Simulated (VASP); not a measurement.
Here is the system:

```yaml
crystal:
  lattice:
    - [0.00000, 1.74305, 1.74305]
    - [1.74305, 0.00000, 1.74305]
    - [1.74305, 1.74305, 0.00000]
  atoms:
    - { symbol: C, position: [0.00000, 0.00000, 0.00000] }
    - { symbol: C, position: [0.25000, 0.25000, 0.25000] }
```

The numbers are results of PBE GGA with D3 dispersion (Becke-Johnson damping), VASP's PBE PAW potentials (set 64) (plane waves; VASP 6.6.1), not measurements. Run with 520 eV cut-off, 13×13×13 Γ-centred mesh, Gaussian smearing of 0.050 eV, potentials C.

Give the stress tensor in GPa (positive for a compressed cell).

```
30.73   0.00   0.00
 0.00  30.73   0.00
 0.00   0.00  30.73
```
The pressure is its mean diagonal, 30.73 GPa.

The compound is C in the diamond structure. This cell is one point of a volume scan, at 0.94 of the reference volume.
